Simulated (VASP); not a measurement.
Input of a VASP 6.6.1 run:

The input INCAR:

```
SYSTEM = TiB2
  PREC = Accurate
  ENCUT = 600
  EDIFF = 1E-7
  ISMEAR = 0
  SIGMA = 0.1
  LREAL = .False.
  LASPH = .True.
  NELM = 60
  ALGO = Normal
  ISIF = 3
  LWAVE = .False.
  LCHARG = .False.
  METAGGA = R2SCAN
  LMIXTAU = .True.
  IBRION = 2
  NSW = 80
  EDIFFG = -0.004
```

File KPOINTS:

```
Automatic mesh
0
Gamma
  15 15 14
  0 0 0
```

POSCAR

```
TiB2
1.0
    3.0292000000      0.0000000000      0.0000000000
   -1.5146000000      2.6233641500      0.0000000000
    0.0000000000      0.0000000000      3.2284000000
Ti B
1 2
Direct
    0.0000000000      0.0000000000      0.0000000000
    0.3333333300      0.6666666700      0.5000000000
    0.6666666700      0.3333333300      0.5000000000
```

Potentials or basis: VASP PAW PBE potentials, release 64 (Ti_sv, B).

Command:

```bash
$ cat potpaw_PBE.64/Ti_sv/POTCAR potpaw_PBE.64/B/POTCAR > POTCAR
$ mpirun -np 1 vasp_std > vasp.out
```

(1) Estimate the band gap on the k mesh.

(2) What does it give for the space group after relaxing (to 0.05 Å)?

Results:

(1) none (metal or under the smearing width).

(2) P6/mmm (No. 191).
